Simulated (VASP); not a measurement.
Energy against volume of In (bct). All values below come from PBEsol GGA, VASP's PBE PAW potentials (set 64) (plane waves; VASP). Settings: 520 eV cut-off, 16×16×16 Γ-centred mesh, first-order Methfessel-Paxton smearing of 0.10 eV, potentials In_d.

Shape and ions are relaxed at each volume.

```json
[
 {"V (Å³/atom)": "24.724", "E (eV/atom)": "-2.98238"},
 {"V (Å³/atom)": "25.489", "E (eV/atom)": "-2.98639"},
 {"V (Å³/atom)": "26.253", "E (eV/atom)": "-2.98378"},
 {"V (Å³/atom)": "27.018", "E (eV/atom)": "-2.97573"}
]
```

Fit these four points and predict the energy of the run at 23.959 Å³/atom.

A cubic in V^(−2/3), the third-order Birch-Murnaghan form, passes through the four points with V0 = 25.54 Å³/atom and B0 = 46 GPa, and gives -2.9703 eV/atom there. The run gave -2.9704 eV/atom, -0.1 meV/atom from the fit; all five points give B0 = 45 GPa.

The compound is In in the bct structure. It was relaxed first.
